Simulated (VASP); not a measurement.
Method: PBE GGA with spin-orbit coupling, VASP's PBE PAW potentials (set 64) (plane waves; VASP).

Input for VASP

### INCAR
```
GGA_COMPAT  =  F
LCHARG  =  F
MAGMOM  =  0 0 0 0 0 0
NELM  =  100   # most electronic steps
LASPH  =  T   # aspherical one-centre terms
EDIFF  =  1E-6
ALGO  =  Normal   # blocked Davidson
SIGMA  =  0.1   # width (eV)
SYSTEM  =  PdIn
LMAXMIX  =  4   # l cut-off of mixed one-centre charges
PREC  =  Accurate
LSORBIT  =  T
GGA  =  PE
ENCUT  =  400   # plane-wave cut-off (eV)
LREAL  =  F   # projection in real space or not
LWAVE  =  F
ISMEAR  =  1   # Methfessel-Paxton
ISIF  =  2   # forces and stress, cell fixed
```

KPOINTS:
```
Regular mesh
0
Gamma
 9 9 9
0 0 0
```

POSCAR:
```
PdIn
1.0
  3.2500000000   0.0000000000   0.0000000000
  0.0000000000   3.2500000000   0.0000000000
  0.0000000000   0.0000000000   3.2500000000
In Pd
1 1
Cart
  1.6250000000   1.6250000000   1.6250000000
  0.0000000000   0.0000000000   0.0000000000
```

POTCAR, in this order: In_d Pd (PBE.64 set). Program: vasp_ncl.

### Question
Estimate the energy per atom (σ→0), pressure, band gap (on the k-mesh).

### Answer

```json
{
  "energy per atom (σ→0)": "-4.384 eV/atom",
  "band gap (on the k-mesh)": "none (metal, semimetal or under 0.01 eV)",
  "pressure": "6.31 GPa"
}
```

OSZICAR:
```
...
DAV:   6    -0.881196771970E+01    0.17508E+00   -0.36503E-01  2700   0.101E+01    0.333E+00
DAV:   7    -0.877515716740E+01    0.36811E-01   -0.63115E-02  2906   0.540E+00    0.152E+00
DAV:   8    -0.876860869134E+01    0.65485E-02   -0.15177E-02  2666   0.142E+00    0.476E-01
DAV:   9    -0.876788659405E+01    0.72210E-03   -0.12322E-03  2574   0.657E-01    0.221E-01
DAV:  10    -0.876786441319E+01    0.22181E-04   -0.14217E-04  2688   0.185E-01    0.303E-02
DAV:  11    -0.876786695889E+01   -0.25457E-05   -0.12559E-05  2888   0.720E-02    0.168E-02
DAV:  12    -0.876786737356E+01   -0.41467E-06   -0.16890E-06  2010   0.152E-02
   1 F= -.87678674E+01 E0= -.87684806E+01  d E =0.183980E-02  mag=    -0.0000     0.0000    -0.0000
```

The compound is PdIn in the CsCl type structure. The cell was not relaxed at this level.
